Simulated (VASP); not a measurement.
Here is the system:

```xyz
8
Lattice="5.1574 0.0000 0.0000 -2.5787 4.4664 0.0000 0.0000 0.0000 4.2012" Properties=species:S:1:pos:R:3 pbc="T T T"
Ga     0.0000     2.9776     3.1509
Ga     2.5787     1.4888     1.0503
Cu     0.0000     1.4774     1.0503
Cu     2.5787     2.9891     3.1509
Cu     3.8780     0.7387     3.1509
Cu    -1.2993     3.7278     1.0503
Cu     1.2993     3.7278     1.0503
Cu     1.2794     0.7387     3.1509
```

All values below come from LDA (Ceperley-Alder, Perdew-Zunger), VASP's LDA PAW potentials (set 64) (plane waves; VASP). Settings: 300 eV cut-off, 5×5×5 Γ-centred mesh, Gaussian smearing of 0.10 eV, potentials Ga_d Cu.

At this cut-off the stress carries a Pulay error, which pulls relaxed volumes low.

Give the stress tensor in GPa (positive for a compressed cell).

```
-7.90   0.00   0.00
 0.00  -7.90   0.00
 0.00   0.00  -9.14
```
The pressure is its mean diagonal, -8.31 GPa.

The structure comes from a computed database's GaCu3 entry (P6_3/mmc); how it stands against other phases isn't given here. The cell was not relaxed at this level.
